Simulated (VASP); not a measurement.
# CdSi4O (F-43m) in VASP: further runs

One crystal, CdSi4O, is run at these levels: LDA; tasks: relaxation of cell and atoms.

Program: VASP 6.6.1. These are calculated values, not measurements. Logs are shortened: lines on timing, memory, paths and dates and some standing lists are left out, and cuts for length are marked.

## 1. Starting point

Symmetry: F-43m, No. 216, cubic system. Conventional cell: a = 7.204 Å, b = 7.204 Å, c = 7.204 Å, α = 90.00°, β = 90.00°, γ = 90.00°. Cd (site symmetry -43m) has 12 Si at 2.99 Å and 4 O at 3.12 Å as nearest neighbours. Si (site symmetry 3m) has 6 Si at 2.51 to 2.58 Å as nearest neighbours. O (site symmetry -43m) is surrounded by 12 Si at 2.98 Å and 4 Cd at 3.12 Å.

The cell was built by a generator and needn't be a form met in nature.

## 2. Relaxation of cell and atoms, LDA, target pressure 2 GPa, at which the enthalpy is minimised

INCAR reads:

```
PREC     = Accurate       # precision mode
ENCUT    = 600            # plane-wave cutoff, eV
EDIFF    = 1E-6           # SCF threshold, eV
ISMEAR   = -1             # smearing method
SIGMA    = 0.05           # smearing width, eV
LREAL    = F              # projectors in reciprocal space
LASPH    = T              # aspherical terms in the spheres
NELM     = 80             # most SCF steps
ALGO     = Normal         # electronic algorithm
ISIF     = 3              # what is computed and relaxed
LWAVE    = F              # write WAVECAR
LCHARG   = F              # write CHGCAR
GGA      = CA             # functional
IBRION   = 2              # ionic algorithm
NSW      = 40             # ionic steps
EDIFFG   = -0.01          # ionic threshold
PSTRESS  = 20
```

KPOINTS reads:

```
regular mesh
0
Gamma
  5 5 5
```

POSCAR reads:

```
CdSi4O
1.0
    0.0000000000      3.6017500000      3.6017500000
    3.6017500000      0.0000000000      3.6017500000
    3.6017500000      3.6017500000      0.0000000000
Cd Si O
1 4 1
Direct
    0.5000000000      0.5000000000      0.5000000000
    0.8767200000      0.8767200000      0.3698400000
    0.8767200000      0.3698400000      0.8767200000
    0.8767200000      0.8767200000      0.8767200000
    0.3698400000      0.8767200000      0.8767200000
    0.2500000000      0.2500000000      0.2500000000
```

Potentials or basis: VASP PAW LDA potentials, release 64 (Cd, Si, O).

Command:

```bash
$ cat potpaw_LDA.64/Cd/POTCAR potpaw_LDA.64/Si/POTCAR potpaw_LDA.64/O/POTCAR > POTCAR
$ mpirun -np 1 vasp_std > vasp.out
```

OUTCAR:

```text
PREC = Accurate
   ENCUT = 600
   EDIFF = 1E-6
   ISMEAR = -1
   LREAL = F
   LASPH = T
   NELM = 80
   ISIF = 3
   GGA = CA
   IBRION = 2
   NSW = 40
   EDIFFG = -0.01
   PSTRESS = 20

 ion  position               nearest neighbor table
   1  0.500  0.500  0.500-   3 2.99   4 2.99   5 2.99   4 2.99   4 2.99   5 2.99   2 2.99   2 2.99
                             5 2.99   2 2.99   3 2.99   3 2.99
   2  0.877  0.877  0.370-   3 2.51   4 2.51   5 2.51   4 2.58   3 2.58   5 2.58   1 2.99   1 2.99
                             1 2.99
   3  0.877  0.370  0.877-   2 2.51   4 2.51   5 2.51   2 2.58   4 2.58   5 2.58   1 2.99   1 2.99
                             1 2.99
   4  0.877  0.877  0.877-   2 2.51   3 2.51   5 2.51   2 2.58   3 2.58   5 2.58   1 2.99   1 2.99
                             1 2.99
   5  0.370  0.877  0.877-   2 2.51   3 2.51   4 2.51   4 2.58   2 2.58   3 2.58   1 2.99   1 2.99
                             1 2.99
   6  0.250  0.250  0.250-

  LATTYP: Found a face centered cubic cell.
 ALAT       =     7.2035000000

  Lattice vectors:

 A1 = (   0.0000000000,   3.6017500000,   3.6017500000)
 A2 = (   3.6017500000,   0.0000000000,   3.6017500000)
 A3 = (   3.6017500000,   3.6017500000,   0.0000000000)

Analysis of symmetry for initial positions (statically):
=====================================================================
 Subroutine PRICEL returns:
 Original cell was already a primitive cell.

 Routine SETGRP: Setting up the symmetry group for a
 face centered cubic supercell.

 Subroutine GETGRP returns: Found 24 space group operations
 (whereof 24 operations were pure point group operations)
 out of a pool of 48 trial point group operations.

The static configuration has the point symmetry T_d .

Analysis of symmetry for dynamics (positions and initial velocities):
=====================================================================
 Subroutine PRICEL returns:
 Original cell was already a primitive cell.

 Routine SETGRP: Setting up the symmetry group for a
 face centered cubic supercell.

 Subroutine GETGRP returns: Found 24 space group operations
 (whereof 24 operations were pure point group operations)
 out of a pool of 48 trial point group operations.

The dynamic configuration has the point symmetry T_d .

 Subroutine INISYM returns: Found 24 space group operations
 (whereof 24 operations are pure point group operations),
 and found     1 'primitive' translations

----------------------------------------------------------------------------------------

                                     Primitive cell

  volume of cell :      93.4481

  direct lattice vectors                    reciprocal lattice vectors
     0.000000000  3.601750000  3.601750000    -0.138821406  0.138821406  0.138821406
     3.601750000  0.000000000  3.601750000     0.138821406 -0.138821406  0.138821406
     3.601750000  3.601750000  0.000000000     0.138821406  0.138821406 -0.138821406

  length of vectors
     5.093643698  5.093643698  5.093643698     0.240445729  0.240445729  0.240445729

  position of ions in fractional coordinates (direct lattice)
     0.500000000  0.500000000  0.500000000
     0.876720000  0.876720000  0.369840000
     0.876720000  0.369840000  0.876720000
     0.876720000  0.876720000  0.876720000
     0.369840000  0.876720000  0.876720000
     0.250000000  0.250000000  0.250000000

  ion indices of the primitive-cell ions
   primitive index   ion index
                 1           1
                 2           2
                 3           3
                 4           4
                 5           5
                 6           6

----------------------------------------------------------------------------------------

 KPOINTS: regular mesh

Automatic generation of k-mesh.
 Grid dimensions read from file:
 generate k-points for:    5    5    5

 Generating k-lattice:

  Cartesian coordinates                     Fractional coordinates (reciprocal lattice)
    -0.027764281  0.027764281  0.027764281     0.200000000  0.000000000  0.000000000
     0.027764281 -0.027764281  0.027764281     0.000000000  0.200000000  0.000000000
     0.027764281  0.027764281 -0.027764281     0.000000000  0.000000000  0.200000000

  Length of vectors
     0.048089146  0.048089146  0.048089146

  Shift w.r.t. Gamma in fractional coordinates (k-lattice)
     0.000000000  0.000000000  0.000000000

 Subroutine IBZKPT returns following result:
 ===========================================

 Found     10 irreducible k-points:

 Following reciprocal coordinates:
            Coordinates               Weight
  0.000000  0.000000  0.000000      1.000000
  0.200000  0.000000  0.000000      8.000000
  0.400000  0.000000  0.000000      8.000000
  0.200000  0.200000  0.000000      6.000000
  0.400000  0.200000  0.000000     24.000000
 -0.400000  0.200000  0.000000     24.000000
 -0.200000  0.200000  0.000000     12.000000
  0.400000  0.400000  0.000000      6.000000
 -0.400000  0.400000  0.000000     12.000000
 -0.400000  0.400000  0.200000     24.000000
   k-points           NKPTS =     10   k-points in BZ     NKDIM =     10   number of bands    NBANDS=     21
   number of dos      NEDOS =    301   number of ions     NIONS =      6
   total plane-waves  NPLWV =  74088
   dimension x,y,z NGX =    42 NGY =   42 NGZ =   42
   dimension x,y,z NGXF=    84 NGYF=   84 NGZF=   84
   ions per type =               1   4   1
   NGX,Y,Z   is equivalent  to a cutoff of  13.71, 13.71, 13.71 a.u.
   NGXF,Y,Z  is equivalent  to a cutoff of  27.42, 27.42, 27.42 a.u.
 SYSTEM =  unknown system
   PREC   = accura    normal or accurate (medium, high low for compatibility)
   ISTART =      0    job   : 0-new  1-cont  2-samecut
   ICHARG =      2    charge: 1-file 2-atom 10-const
   ISPIN  =      1    spin polarized calculation?
   LNONCOLLINEAR =      F non collinear calculations
   LSORBIT =      F    spin-orbit coupling
   LASPH  =      T    aspherical Exc in radial PAW
   ENCUT  =  600.0 eV  44.10 Ry    6.64 a.u.  10.17 10.17 10.17*2*pi/ulx,y,z
   NELM   =     80;   NELMIN=  2; NELMDL= -5     # of ELM steps
   EDIFF  = 0.1E-05   stopping-criterion for ELM
   LREAL  =      F    real-space projection
   EDIFFG = -.1E-01   stopping-criterion for IOM
   NSW    =     40    number of steps for IOM
   IBRION =      2    ionic relax: 0-MD 1-quasi-New 2-CG
   NFREE  =      1    steps in history (QN), initial steepest desc. (CG)
   ISIF   =      3    stress and relaxation
   ISYM   =      2    0-nonsym 1-usesym 2-fastsym
   POTIM  = 0.5000    time-step for ionic-motion
   TEBEG  =    0.0;   TEEND  =   0.0 temperature during run
   PSTRESS=   20.0 pullay stress
   NELECT =      34.0000    total number of electrons
   NUPDOWN=      -1.0000    fix difference up-down
   EMIN   =  10.00;   EMAX   =-10.00  energy-range for DOS
   EFERMI =   0.00;   METHOD = LEGACY
   ISMEAR =    -1;   SIGMA  =   0.05  broadening in eV -4-tet -1-fermi 0-gaus
   EFERMI_NEDOS =   21; number of points for ismear=-14 and -15
   IALGO  =     38    algorithm
   IMIX   =      4    mixing-type and parameters
     AMIX     =   0.40;   BMIX     =  1.00
     AMIX_MAG =   1.60;   BMIX_MAG =  1.00
  volume/ion in A,a.u.               =      15.57       105.10
  Fermi-wavevector in a.u.,A,eV,Ry     =   1.168721  2.208563 18.584322  1.365909
  Thomas-Fermi vector in A             =   2.305204
   LORBIT       =      0    0 simple, 1 ext, 2 COOP (PROOUT), +10 PAW based schemes
   GGA     = CA    functional components
   LHFCALC =     F    Hartree Fock is set to
   AEXX    =    0.0000 exact exchange contribution
   IVDW    =     0    specifies the selected vdW correction
   LEPSILON=     F    determine dielectric tensor
   LRPA    =     F    only Hartree local field effects (RPA)
 conjugate gradient relaxation of ions
 non-spin polarized calculation
  energy-cutoff  :      600.00
  volume of cell :       93.45
 maximum number of plane-waves:      3130
 NGX is ok and might be reduce to    42
   NGX = 21   NGY = 21   NGZ = 21

--------------------------------------- Ionic step        1  -------------------------------------------

 number of electron      33.9999995 magnetization

 Free energy of the ion-electron system (eV)
  ---------------------------------------------------
  ext. energy  EPLUGINS =         0.00000000
  ---------------------------------------------------
  free energy    TOTEN  =       -27.84455956 eV

  energy without entropy =      -27.82851253  energy(sigma->0) =      -27.83653605

------------------------ aborting loop because EDIFF is reached ----------------------------------------

  FORCE on cell =-STRESS in cart. coord.  units (eV):
  Direction    XX          YY          ZZ          XY          YZ          ZX
  --------------------------------------------------------------------------------------
  -------------------------------------------------------------------------------------
  Total       -3.0251207     -3.0251207     -3.0251207      0.0000000      0.0000000      0.0000000
  in kB      -51.8659814    -51.8659814    -51.8659814      0.0000000      0.0000000      0.0000000
  external PRESSURE =     -71.8659814 kB  Pullay stress =      20.0000000 kB

 VOLUME and BASIS-vectors are now :
 -----------------------------------------------------------------------------
  energy-cutoff  :      600.00
  volume of cell :       93.45
      direct lattice vectors                 reciprocal lattice vectors
     0.000000000  3.601750000  3.601750000    -0.138821406  0.138821406  0.138821406
     3.601750000  0.000000000  3.601750000     0.138821406 -0.138821406  0.138821406
     3.601750000  3.601750000  0.000000000     0.138821406  0.138821406 -0.138821406
[... 54 lines left out ...]
  FREE ENERGIE OF THE ION-ELECTRON SYSTEM (eV)
  ---------------------------------------------------
  free  energy   TOTEN  =       -27.8809856550 eV

  energy  without entropy=      -27.8680117678  energy(sigma->0) =      -27.87449871

  enthalpy is  TOTEN    =       -26.8284846095 eV   P V=        1.0525010455

--------------------------------------- Ionic step        3  -------------------------------------------

 number of electron      34.0000003 magnetization

 Free energy of the ion-electron system (eV)
  ---------------------------------------------------
  ext. energy  EPLUGINS =         0.00000000
  ---------------------------------------------------
  free energy    TOTEN  =       -27.92652641 eV

  energy without entropy =      -27.91302876  energy(sigma->0) =      -27.91977758

 E-fermi :   7.4072     XC(G=0): -11.3941

 val. band max:        7.2405631450   @ k =  -0.4000   0.4000   0.2000
 cond. band min:       7.4074884239   @ k =   0.4000   0.0000   0.0000
 fundamental gap:      0.1669252789
 Fermi energy:         7.4072219986

 k-point     1 :       0.0000    0.0000    0.0000
  band No.  band energies     occupation
      1      -8.9917      2.00000
      2      -5.4765      2.00000
      3      -1.8265      2.00000
      4      -1.8265      2.00000
      5      -1.8265      2.00000
      6      -1.7632      2.00000
[... 13 lines left out ...]
     20       6.5716      2.00000
     21      11.5918      0.00000
[... 236 lines left out ...]
 POSITION                                       TOTAL-FORCE (eV/Angst)
 -----------------------------------------------------------------------------------
      3.50931      3.50931      3.50931        -0.000000      0.000000      0.000000
      4.37324      4.37324      6.15470        -0.000320     -0.000320      0.000320
      4.37324      6.15470      4.37324        -0.000320      0.000320     -0.000320
      6.15470      6.15470      6.15470         0.000320      0.000320      0.000320
      6.15470      4.37324      4.37324         0.000320     -0.000320     -0.000320
      1.75466      1.75466      1.75466         0.000000      0.000000      0.000000
 -----------------------------------------------------------------------------------
    total drift:                               -0.000000     -0.000000     -0.000000

  FREE ENERGIE OF THE ION-ELECTRON SYSTEM (eV)
  ---------------------------------------------------
  free  energy   TOTEN  =       -27.9265264070 eV

  energy  without entropy=      -27.9130287598  energy(sigma->0) =      -27.91977758

  enthalpy is  TOTEN    =       -26.8475423967 eV   P V=        1.0789840104

 reached required accuracy - stopping structural energy minimisation
```

Wall time 80 s (1 thread of Intel Xeon Platinum 8259CL at 2.50GHz (Skylake/Cascade Lake), shared host); peak memory 0.23 GiB.

Results:

| Property | Result |
| --- | --- |
| Free energy | -27.9265 eV |
| Relaxed volume | 14.41 Å³/atom |
| Relaxed cell | a = 4.963 Å, b = 4.963 Å, c = 4.963 Å, α = 60.00°, β = 60.00°, γ = 60.00° |
| Space group after relaxing (to 0.05 Å) | F-43m (No. 216) |
| Energy change on relaxing (the enthalpy is what falls) | -13.7 meV/atom |
| Ionic steps | 3 |
| Pressure after relaxing | 2.0 GPa |
| Band gap on the k mesh | none (metal or under the smearing width) |

Step by step:
```tsv
step	energy change (eV)	largest force (eV/Å)	pressure (GPa)	volume (Å³)
1	0.0000	0.0650	-5.19	93.45
2	-0.0364	0.0301	4.93	84.31
3	-0.0820	0.0006	1.98	86.44
```

Final structure:
```yaml
crystal:
  lattice:
    - [0.00000, 3.50931, 3.50931]
    - [3.50931, 0.00000, 3.50931]
    - [3.50931, 3.50931, 0.00000]
  atoms:
    - { symbol: Cd, position: [0.50000, 0.50000, 0.50000] }
    - { symbol: Si, position: [0.87691, 0.87691, 0.36927] }
    - { symbol: Si, position: [0.87691, 0.36927, 0.87691] }
    - { symbol: Si, position: [0.87691, 0.87691, 0.87691] }
    - { symbol: Si, position: [0.36927, 0.87691, 0.87691] }
    - { symbol: O, position: [0.25000, 0.25000, 0.25000] }
```

Caveat: the cell is relaxed towards a set pressure, so the enthalpy falls and the energy may rise.

## 3. Relaxation of cell and atoms, LDA, target pressure 5 GPa, at which the enthalpy is minimised

INCAR, as its differences from that of step 2:

```diff
@@ -16,2 +16,2 @@
 EDIFFG   = -0.01          # ionic threshold
-PSTRESS  = 20
+PSTRESS  = 50
```

KPOINTS is that of step 2.

POSCAR is that of step 2.

Potentials or basis: VASP PAW LDA potentials, release 64 (Cd, Si, O).

Command:

```bash
$ cat potpaw_LDA.64/Cd/POTCAR potpaw_LDA.64/Si/POTCAR potpaw_LDA.64/O/POTCAR > POTCAR
$ mpirun -np 1 vasp_std > vasp.out
```

Wall time 83 s (1 thread of Intel Xeon Platinum 8259CL at 2.50GHz (Skylake/Cascade Lake), shared host); peak memory 0.23 GiB.

It converged, with:

```
Free energy                                            : -27.8797 eV
Relaxed volume                                         : 14.05 Å³/atom
Relaxed cell                                           : a = 4.921 Å, b = 4.921 Å, c = 4.921 Å, α = 60.00°, β = 60.00°, γ = 60.00°
Space group after relaxing (to 0.05 Å)                 : F-43m (No. 216)
Energy change on relaxing (the enthalpy is what falls) : -5.9 meV/atom
Ionic steps                                            : 3
Pressure after relaxing                                : 5.0 GPa
Band gap on the k mesh                                 : none (metal or under the smearing width)
```

The path:
```
step  energy change (eV)  largest force (eV/Å)  pressure (GPa)  volume (Å³)
   1              0.0000                0.0650           -5.19        93.45
   2              0.1412                0.0516           10.98        80.69
   3             -0.0352                0.0019            5.00        84.27
```

Final structure:
```
Cd Si O
1.0
     0.00000    3.47978    3.47978
     3.47978    0.00000    3.47978
     3.47978    3.47978    0.00000
Cd Si O
1 4 1
Direct
  0.50000 0.50000 0.50000
  0.87689 0.87689 0.36932
  0.87689 0.36932 0.87689
  0.87689 0.87689 0.87689
  0.36932 0.87689 0.87689
  0.25000 0.25000 0.25000
```

Levels at points of the mesh, in eV from the Fermi level:
| k point | band 13 | band 14 | band 15 | band 16 | band 17 | band 18 | band 19 | band 20 | band 21 |
| --- | --- | --- | --- | --- | --- | --- | --- | --- | --- |
| (0.00, 0.00, 0.00) | -4.30 | -4.30 | -2.03 | -2.03 | -2.03 | -1.50 | -0.86 | -0.86 | 4.20 |

Caveat: the cell is relaxed towards a set pressure, so the enthalpy falls and the energy may rise.
